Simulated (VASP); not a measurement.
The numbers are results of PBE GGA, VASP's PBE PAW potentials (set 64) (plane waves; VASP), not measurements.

Input for VASP

INCAR:
```
ALGO = Normal
EDIFF = 1E-6
EDIFFG = -0.02
ENCUT = 400
GGA = PE
IBRION = 2
ISIF = 3
ISMEAR = 0
LASPH = .TRUE.
LCHARG = .FALSE.
LMAXMIX = 4
LREAL = .FALSE.
LWAVE = .FALSE.
NELM = 100
NSW = 60
PREC = Accurate
SIGMA = 0.05
SYSTEM = FeSi
```

**KPOINTS**
```
Automatic
0
gamma
  5 5 5
0 0 0
```

POSCAR:
```
FeSi
1
    4.4461982711     0.0000000000     0.0000000000
    0.0000000000     4.4461982711     0.0000000000
    0.0000000000     0.0000000000     4.4461982711
Fe Si
4 4
Direct
  0.8631692495   0.6368307505   0.3631692495
  0.6368307505   0.3631692495   0.8631692495
  0.3631692495   0.8631692495   0.6368307505
  0.1368307505   0.1368307505   0.1368307505
  0.1589637103   0.3410362897   0.6589637103
  0.3410362897   0.6589637103   0.1589637103
  0.6589637103   0.1589637103   0.3410362897
  0.8410362897   0.8410362897   0.8410362897
```

POTCAR, in this order: Fe Si (PBE.64 set). Program: vasp_std.

Task: What will the output report for the number of irreducible k-points (NKPTS), largest plane-wave count, number of space-group operations, FFT grid (NGX, NGY, NGZ)?

Result: 
```yaml
number of irreducible k-points (NKPTS): 11
largest_plane_wave_count: 1611
number_of_space_group_operations: 12
FFT grid (NGX, NGY, NGZ): 30 × 30 × 30
```

The structure comes from a computed database's FeSi entry (P2_13); how it stands against other phases isn't given here. This run relaxes it. Symmetry was kept, so distortions that lower it aren't found. The start is the result of an earlier pass. The run is not spin-polarised, so no magnetic state was tried.
